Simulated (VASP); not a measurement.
**Janus MoSSe monolayer and its bilayer**

What are the lattice, gap and band positions of Janus MoSSe monolayer, and what does a second sheet change?

Method: optB86b-vdW, no spin polarisation; plane waves and PAW (Mo, S, Se), in the first sound run; inputs show where later runs differ, in VASP 6.6.1.

### 1. Starting point

The cell holds 3 atoms: 1 Mo, 1 S and 1 Se. Cell: a = 3.250 Å, b = 3.250 Å, c = 22.000 Å, α = 90.0°, β = 90.0°, γ = 120.0°. Vacuum lies along c.

As a file:

```xyz
3
Lattice="3.2500 0.0000 0.0000 -1.6250 2.8146 0.0000 0.0000 0.0000 22.0000" Properties=species:S:1:pos:R:3
Mo    0.0000    1.8764   11.0000
S     1.6250    0.9382    9.3850
Se    1.6250    0.9382   12.6150
```

### 2. Relaxing the monolayer

The sheet's cell relaxes in its plane with the atoms, while the vacuum is kept.

INCAR

```
SYSTEM = MoSeS
PREC = Normal
ENCUT = 350
EDIFF = 1E-06
NELM = 120
ISMEAR = 0
SIGMA = 0.03
LREAL = .FALSE.
ALGO = Normal
GGA = MK
AGGAC = 0
LUSE_VDW = .TRUE.
PARAM1 = 0.1234
PARAM2 = 1
LASPH = .TRUE.
NBANDS = 15
LORBIT = 11
LWAVE = .FALSE.
LCHARG = .FALSE.
KPAR = 4
IBRION = 2
NSW = 50
ISIF = 3
EDIFFG = -0.015
POTIM = 0.4
IDIPOL = 3
LDIPOL = .TRUE.
DIPOL = 0.5 0.5 0.5
LATTICE_CONSTRAINTS = .TRUE. .TRUE. .FALSE.
```

POSCAR

```
MoSeS
1.0
    3.2500000000      0.0000000000      0.0000000000
   -1.6250000000      2.8145825623      0.0000000000
    0.0000000000      0.0000000000     22.0000000000
Mo S Se
1 1 1
Direct
    0.3333333333      0.6666666667      0.5000000000
    0.6666666667      0.3333333333      0.4265909091
    0.6666666667      0.3333333333      0.5734090909
```

KPOINTS

```
Automatic mesh
0
Gamma
12 12 1
0 0 0
```

PAW data sets: Mo, S and Se (PBE family, release 64).

Started as:

```
$ mpirun -np 4 vasp_std
```

The program printed:

```text
[banner, memory and clock lines left out]
running    4 mpi-ranks, on    1 nodes
 distrk:  each k-point on    1 cores,    4 groups
 distr:  one band on    1 cores,    1 groups

 POSCAR found type information on POSCAR MoS Se
 POSCAR found :  3 types and       3 ions
|                                                                             |
|               ----> ADVICE to this user running VASP <----                  |
|                                                                             |
|     You have switched on vdW-DFT.                                           |
|     This routine was written and supplied by Jiri Klimes. We recommend      |
|     that you carefully read and cite the following publications:            |
|       J. Klimes, D.R. Bowler, A. Michelides                                 |
|          J. Phys.: Cond Matt. 22 022201 (2010)                              |
|       J. Klimes, D.R. Bowler, A. Michelides                                 |
|          Phys. Rev. B. 83, 195131 (2011)                                    |
|     and references therein.                                                 |
|                                                                             |

|                                                                             |
|               ----> ADVICE to this user running VASP <----                  |
|                                                                             |
|     You enforced a specific xc type in the INCAR file but a different       |
|     [... a line on the potential file left out ...]
|     I HOPE YOU KNOW WHAT YOU ARE DOING!                                     |
|                                                                             |

 LDA part: xc-table for (Slater+PW92), standard interpolation
 POSCAR, INCAR and KPOINTS ok, starting setup
 FFT: planning ... GRIDC
 FFT: planning ... GRID_SOFT
 FFT: planning ... GRID
 WAVECAR not read
 entering main loop
       N       E                     dE             d eps       ncg     rms          rms(c)
DAV:   1     0.113938452321E+03    0.11394E+03   -0.49591E+03   570   0.646E+02
DAV:   2    -0.503211394874E+01   -0.11897E+03   -0.11100E+03   932   0.150E+02
DAV:   3    -0.165148325011E+02   -0.11483E+02   -0.11355E+02   808   0.581E+01
DAV:   4    -0.167115144944E+02   -0.19668E+00   -0.19617E+00   662   0.928E+00
DAV:   5    -0.167160129300E+02   -0.44984E-02   -0.44975E-02   803   0.132E+00    0.210E+01
DAV:   6    -0.158151256514E+02    0.90089E+00   -0.42544E+00   703   0.161E+01    0.677E+00
DAV:   7    -0.156842532881E+02    0.13087E+00   -0.30913E+00   704   0.147E+01    0.674E+00
DAV:   8    -0.153852170175E+02    0.29904E+00   -0.41832E-01   703   0.602E+00    0.110E+00
DAV:   9    -0.153887412825E+02   -0.35243E-02   -0.77482E-02   759   0.187E+00    0.691E-01
DAV:  10    -0.153843429816E+02    0.43983E-02   -0.85851E-03   738   0.780E-01    0.118E-01
DAV:  11    -0.153837179045E+02    0.62508E-03   -0.90846E-04   773   0.224E-01    0.933E-02
DAV:  12    -0.153834151425E+02    0.30276E-03   -0.12029E-04   768   0.844E-02    0.321E-02
DAV:  13    -0.153827242204E+02    0.69092E-03   -0.21745E-04   719   0.702E-02    0.214E-02
DAV:  14    -0.153824512398E+02    0.27298E-03   -0.70270E-05   724   0.449E-02    0.214E-02
DAV:  15    -0.153823044862E+02    0.14675E-03   -0.23965E-05   696   0.342E-02    0.107E-02
DAV:  16    -0.153822049224E+02    0.99564E-04   -0.28275E-05   654   0.320E-02    0.933E-03
DAV:  17    -0.153822445932E+02   -0.39671E-04   -0.18528E-05   598   0.241E-02    0.271E-03
DAV:  18    -0.153822943137E+02   -0.49720E-04   -0.81420E-06   658   0.123E-02    0.966E-04
DAV:  19    -0.153823092962E+02   -0.14983E-04   -0.93662E-07   656   0.511E-03    0.107E-03
DAV:  20    -0.153823180314E+02   -0.87352E-05   -0.67114E-07   515   0.521E-03    0.428E-04
DAV:  21    -0.153823197608E+02   -0.17293E-05   -0.12503E-07   509   0.242E-03    0.317E-04
DAV:  22    -0.153823199401E+02   -0.17934E-06   -0.47823E-08   516   0.113E-03
   1 F= -.15382320E+02 E0= -.15382320E+02  d E =-.153823E+02
 curvature:   0.00 expect dE= 0.000E+00 dE for cont linesearch  0.000E+00
 trial: gam= 0.00000 g(F)=  0.347E+00 g(S)=  0.337E-02 ort = 0.000E+00 (trialstep = 0.100E+01)
 search vector abs. value=  0.350E+00
 bond charge predicted
       N       E                     dE             d eps       ncg     rms          rms(c)
DAV:   1    -0.154241197606E+02   -0.41800E-01   -0.31224E+01   570   0.315E+01    0.227E+00
DAV:   2    -0.154556011089E+02   -0.31481E-01   -0.52495E-01   766   0.501E+00    0.716E-01
DAV:   3    -0.154509911958E+02    0.46099E-02   -0.28185E-02   703   0.112E+00    0.395E-01
DAV:   4    -0.154490656655E+02    0.19255E-02   -0.36032E-03   724   0.443E-01    0.237E-01
DAV:   5    -0.154486832032E+02    0.38246E-03   -0.31703E-03   668   0.424E-01    0.150E-01
DAV:   6    -0.154485222418E+02    0.16096E-03   -0.32672E-04   703   0.167E-01    0.760E-02
DAV:   7    -0.154485136431E+02    0.85988E-05   -0.57682E-05   717   0.475E-02    0.332E-02
DAV:   8    -0.154485121489E+02    0.14941E-05   -0.10473E-05   731   0.289E-02    0.101E-02
DAV:   9    -0.154485131355E+02   -0.98657E-06   -0.21604E-06   620   0.134E-02
   2 F= -.15448513E+02 E0= -.15448513E+02  d E =-.661932E-01
[... from here on, the cycles between the ionic steps are left out ...]
   3 F= -.15490122E+02 E0= -.15490122E+02  d E =-.107802E+00
   4 F= -.15491356E+02 E0= -.15491356E+02  d E =-.123440E-02
   5 F= -.15491383E+02 E0= -.15491383E+02  d E =-.126088E-02
   6 F= -.15491807E+02 E0= -.15491807E+02  d E =-.424367E-03
   7 F= -.15491873E+02 E0= -.15491873E+02  d E =-.490254E-03
   8 F= -.15491875E+02 E0= -.15491875E+02  d E =-.491881E-03
   9 F= -.15491893E+02 E0= -.15491893E+02  d E =-.177484E-04
 trial-energy change:   -0.000018  1 .order   -0.000020   -0.000079    0.000039
 step:   0.6733(harm=  0.6733)  dis= 0.00089  next Energy=   -15.491901 (dE=-0.265E-04)
 bond charge predicted
       N       E                     dE             d eps       ncg     rms          rms(c)
DAV:   1    -0.154918991753E+02   -0.66388E-05   -0.74425E-04   577   0.155E-01    0.916E-03
DAV:   2    -0.154918997846E+02   -0.60934E-06   -0.12602E-05   710   0.232E-02    0.397E-03
DAV:   3    -0.154918998598E+02   -0.75178E-07   -0.45608E-07   530   0.436E-03
  10 F= -.15491900E+02 E0= -.15491900E+02  d E =-.250934E-04
 curvature:  -0.39 expect dE=-0.143E-06 dE for cont linesearch -0.249E-07
 trial: gam= 0.00000 g(F)=  0.721E-07 g(S)=  0.299E-06 ort =-0.242E-05 (trialstep = 0.941E+00)
 search vector abs. value=  0.371E-06
 reached required accuracy - stopping structural energy minimisation
```

It took 2.7 min on 4 MPI ranks of AMD EPYC 9R45, shared host; peak memory 1.5 GiB.

The logs omit lines about the potential files and the build; timing stands in the text.

Parts of OUTCAR (step 2):

```text
ion  position               nearest neighbor table
   1  0.333  0.667  0.500-   2 2.48   3 2.48   2 2.48   3 2.48   2 2.48   3 2.48
   2  0.667  0.333  0.427-   1 2.48   1 2.48   1 2.48
   3  0.667  0.333  0.573-   1 2.48   1 2.48   1 2.48

  LATTYP: Found a hexagonal cell.
 ALAT       =     3.2500000000
 C/A-ratio  =     6.7692307692

 Subroutine GETGRP returns: Found  6 space group operations
 (whereof  6 operations were pure point group operations)

The static configuration has the point symmetry C_3v.

 Found     19 irreducible k-points:

   k-points           NKPTS =     19   k-points in BZ     NKDIM =     19   number of bands    NBANDS=     15

   dimension x,y,z NGX =    16 NGY =   16 NGZ =  108
   dimension x,y,z NGXF=    32 NGYF=   32 NGZF=  216

   ENCUT  =  350.0 eV  25.72 Ry    5.07 a.u.   4.96  4.96 33.56*2*pi/ulx,y,z

   NELECT =      18.0000    total number of electrons

 k-points in reciprocal lattice and weights: Automatic mesh
   0.00000000  0.00000000  0.00000000       0.007
   0.08333333 -0.00000000  0.00000000       0.042
   0.16666667 -0.00000000  0.00000000       0.042
   0.25000000 -0.00000000  0.00000000       0.042
   0.33333333 -0.00000000  0.00000000       0.042
   0.41666667 -0.00000000  0.00000000       0.042
   0.50000000 -0.00000000  0.00000000       0.021
   0.08333333  0.08333333  0.00000000       0.042
   0.16666667  0.08333333  0.00000000       0.083
[...]
0.33333333  0.25000000  0.00000000       0.083
   0.33333333  0.33333333  0.00000000       0.014

 dipolmoment           0.000000      0.000000     -0.036819 electrons x Angstroem

 average (electrostatic) potential at core
       1 -46.0747       2 -93.9259       3 -60.8174

 E-fermi :  -2.6485

 k-point     1 :       0.0000    0.0000    0.0000
  band No.  band energies     occupation
    ...
      5      -5.1571      2.00000
      6      -4.7231      2.00000
      7      -3.8979      2.00000
      8      -3.8979      2.00000
      9      -2.8684      2.00000
     10       0.1130      0.00000
     11       0.1130      0.00000
     12       0.4241      0.00000
     13       0.4241      0.00000
     14       1.5337      0.00000
    ...

 k-point     2 :       0.0833   -0.0000    0.0000
  band No.  band energies     occupation
    ...
      5      -5.0758      2.00000
      6      -4.9125      2.00000
      7      -4.0348      2.00000
      8      -3.8324      2.00000
      9      -2.8919      2.00000
     10      -0.0769      0.00000
     11       0.0129      0.00000
     12       0.1752      0.00000
     13       0.3804      0.00000
     14       1.7080      0.00000
    ...

 k-point     3 :       0.1667   -0.0000    0.0000
  band No.  band energies     occupation
    ...
      5      -5.4213      2.00000
      6      -4.9304      2.00000
      7      -4.2688      2.00000
      8      -3.8906      2.00000
      9      -3.0678      2.00000
     10      -0.6516      0.00000
     11      -0.1791      0.00000
     12      -0.0792      0.00000
     13       0.6626      0.00000
     14       2.1184      0.00000
    ...

Total vdW correction in eV:      3.1902367

  Total        0.0034063      0.0034063     -0.0569737     -0.0000000      0.0000000      0.0000000
  in kB        0.0275145      0.0275145     -0.4602084     -0.0000000      0.0000000      0.0000000
  external PRESSURE =      -0.1350598 kB  Pullay stress =       0.0000000 kB

  energy-cutoff  :      350.00
  volume of cell :      198.35
      direct lattice vectors                 reciprocal lattice vectors
     3.226550519 -0.000000000  0.000000000     0.309928512  0.178937310  0.000000000
    -1.613275259  2.794274716  0.000000000     0.000000000  0.357874619  0.000000000
     0.000000000  0.000000000 22.000000000     0.000000000  0.000000000  0.045454545

 POSITION                                       TOTAL-FORCE (eV/Angst)
 -----------------------------------------------------------------------------------
     -0.00000      1.86285     10.94224         0.000000     -0.000000      0.001093
      1.61328      0.93142      9.40402        -0.000000      0.000000     -0.000744
      1.61328      0.93142     12.65374        -0.000000      0.000000     -0.000349
 -----------------------------------------------------------------------------------
    total drift:                               -0.000000      0.000004     -0.000857

  FREE ENERGIE OF THE ION-ELECTRON SYSTEM (eV)
  ---------------------------------------------------
  free  energy   TOTEN  =       -15.4918998598 eV

  energy  without entropy=      -15.4918998598  energy(sigma->0) =      -15.49189986

Total vdW correction in eV:      3.1902083

 reached required accuracy - stopping structural energy minimisation

 vacuum level on the upper side and lower side of the slab         2.288         3.029

 total charge
# of ion       s       p       d       tot
------------------------------------------
    1        0.398   0.558   4.394   5.349
    2        1.364   2.326   0.000   3.690
    3        1.484   2.330   0.062   3.876
--------------------------------------------------
tot          3.246   5.213   4.456  12.915

[... 3 further parts left out ...]
```

CONTCAR:

```
MoSeS
   1.00000000000000
     3.2265505189210675   -0.0000000000000000    0.0000000000000000
    -1.6132752594605337    2.7942747159800692    0.0000000000000000
     0.0000000000000000    0.0000000000000000   22.0000000000000000
  Mo              S               Se
     1     1     1
Direct
     0.3333333332999970    0.6666666667000030    0.4973744744534201
     0.6666666667000030    0.3333333332999970    0.4274553230054001
     0.6666666667000030    0.3333333332999970    0.5751702025411797
```

This run has no spin polarisation, although Mo can carry a moment. The gap is read on the k-mesh alone, so it is an upper bound where the band edges lie off the mesh. The PAW data sets were made with PBE, which is usual practice but a small mismatch for other functionals. The data set Mo keeps the semicore shell frozen, which is cheaper and a little less accurate. The run keeps the 6 symmetry operations of its start, so it cannot find a distortion of lower symmetry.

Step by step:

| step | energy less that of the first step (eV) | largest force (eV/Å) | pressure (GPa) | volume (Å³) |
| --- | --- | --- | --- | --- |
| 1 | 0.0000 | 2.4446 | -0.12 | 201.24 |
| 2 | -0.0662 | 1.5397 | 0.01 | 199.37 |
| 3 | -0.1078 | 0.0528 | -0.16 | 200.09 |
| 4 | -0.1090 | 0.1073 | 0.12 | 198.47 |
| 5 | -0.1091 | 0.1008 | 0.08 | 198.67 |
| 6 | -0.1095 | 0.0445 | 0.03 | 198.48 |
| 7 | -0.1096 | 0.0328 | 0.00 | 198.39 |
| 8 | -0.1096 | 0.0360 | -0.01 | 198.37 |
| 9 | -0.1096 | 0.0182 | -0.02 | 198.34 |
| 10 | -0.1096 | 0.0011 | -0.01 | 198.35 |

| cell as run | before | after | change |
| --- | --- | --- | --- |
| a (Å) | 3.250 | 3.227 | -0.7 % |
| b (Å) | 3.250 | 3.227 | -0.7 % |

The atoms that moved most (Å, along periodic axes as changes of fractional coordinates times the final cell, across vacuum about the mean position):

| atom | dx | dy | dz | length |
| --- | --- | --- | --- | --- |
| Mo1 | 0.000 | 0.000 | -0.058 | 0.058 |
| Se3 | 0.000 | 0.000 | 0.039 | 0.039 |
| S2 | 0.000 | 0.000 | 0.019 | 0.019 |

Final coordinates:

```xyz
3
Lattice="3.2266 0.0000 0.0000 -1.6133 2.7943 0.0000 0.0000 0.0000 22.0000" Properties=species:S:1:pos:R:3
Mo    0.0000    1.8628   10.9422
S     1.6133    0.9314    9.4040
Se    1.6133    0.9314   12.6537
```

Numbers from this step:

```yaml
electronic_cycles: 73
electrons: 18
free_energy_toten: -15.49 eV
fermi_energy: -2.648 eV
metallic: no
dipole_moment: 0, 0, -0.03682 e·Å
gap_on_the_k_mesh: 1.640 eV
least_direct_gap_on_the_k_mesh: 1.640 eV
```

The run ended after 10 ionic steps, 0.110 eV below its first step, once forces and stress met EDIFFG = -0.015.

VASP counts the dipole in electrons times Å, so a positive number points the physical dipole along −c.

(Part 1 of 6 ends here.)

[Lines on the potential files, build, host, timing and source positions are cut from VASP's logs without a mark.]

[Logs are printed without paths, hosts, clocks, repeated set-up lines and the standing remarks that a program may print on its own settings, such as how far it seeks lower states.]

[Hosts, paths, dates, database ids (printed as entryN), source tags and the programs' standing remarks are cut or masked in the printed files.]

[Runs that stopped without an error message from VASP are left out.]
